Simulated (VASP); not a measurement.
All values below come from MS2 meta-GGA, VASP's PBE PAW potentials (set 64) (plane waves; VASP).

A VASP calculation is set up with these files.

File POSCAR:
```
TiO2
9.548180
 -0.1989975260   0.1989975260   0.5000000051
  0.1989975260  -0.1989975260   0.5000000051
  0.1989975260   0.1989975260  -0.5000000051
Ti O
2 4
Cartesian
 -0.0000000000   0.1989975260   0.2500000025
  0.0000000000   0.0000000000   0.0000000000
  0.0000000000   0.1989975260   0.0419210124
 -0.0000000000   0.0000000000   0.7919210200
  0.0000000000  -0.0000000000   0.2080789901
  0.0000000000   0.1989975260   0.4580789927
```

**KPOINTS_OPT**
```
k-points along high-symmetry lines
6
Line-mode
Reciprocal
  0.000000   0.000000   0.000000 ! GAMMA
  0.000000   0.000000   0.500000 ! X

  0.000000   0.000000   0.500000 ! X
  0.250000   0.250000   0.250000 ! P

  0.250000   0.250000   0.250000 ! P
  0.000000   0.500000   0.000000 ! N

  0.000000   0.500000   0.000000 ! N
  0.000000   0.000000   0.000000 ! GAMMA

  0.000000   0.000000   0.000000 ! GAMMA
  0.500000   0.500000  -0.500000 ! M

  0.500000   0.500000  -0.500000 ! M
  0.289601   0.710399  -0.289601 ! S

 -0.289601   0.289601   0.289601 ! S_0
  0.000000   0.000000   0.000000 ! GAMMA

  0.000000   0.000000   0.500000 ! X
 -0.079203   0.079203   0.500000 ! R

  0.500000   0.500000  -0.079203 ! G
  0.500000   0.500000  -0.500000 ! M
```

**KPOINTS**
```
Automatic mesh
0
Gamma
9 9 9
0 0 0
```

INCAR:
```
ALGO  =  Normal
EDIFF  =  1E-7
ENCUT  =  520
ISIF  =  2
ISMEAR  =  -5
LASPH  =  .True.
LCHARG  =  .False.
LEFG  =  .True.
LMAXMIX  =  4
LMIXTAU  =  .True.
LORBIT  =  11
LREAL  =  .False.
LWAVE  =  .False.
METAGGA  =  MS2
NEDOS  =  601
NELM  =  100
PREC  =  Accurate
SYSTEM  =  TiO2
```

POTCAR, in this order: Ti_sv O (PBE.64 set). Program: vasp_std.

Task: Estimate the energy per atom (σ→0), band gap (over mesh and band path).

Result: 
The energy per atom (σ→0) comes out as -12.149 eV/atom and the band gap (over mesh and band path) is 2.45 eV.

**OSZICAR**
```
...
DAV:  20    -0.728920313874E+02   -0.76973E-05   -0.96786E-06  5356   0.263E-02    0.871E-03
DAV:  21    -0.728920289073E+02    0.24801E-05   -0.43456E-05  5512   0.653E-02    0.737E-03
DAV:  22    -0.728920296531E+02   -0.74581E-06   -0.11503E-05  5536   0.390E-02    0.127E-03
DAV:  23    -0.728920303478E+02   -0.69470E-06   -0.63376E-07  4840   0.830E-03    0.465E-04
DAV:  24    -0.728920301357E+02    0.21215E-06   -0.36439E-08  2728   0.202E-03    0.231E-04
DAV:  25    -0.728920301495E+02   -0.13826E-07   -0.64566E-08  2600   0.198E-03
   1 F= -.72892030E+02 E0= -.72892030E+02  d E =0.000000E+00
       N       E                     dE             ncg
```

The compound is TiO2 in the anatase structure, one of several forms; rutile is the usual stable one. It was relaxed first.
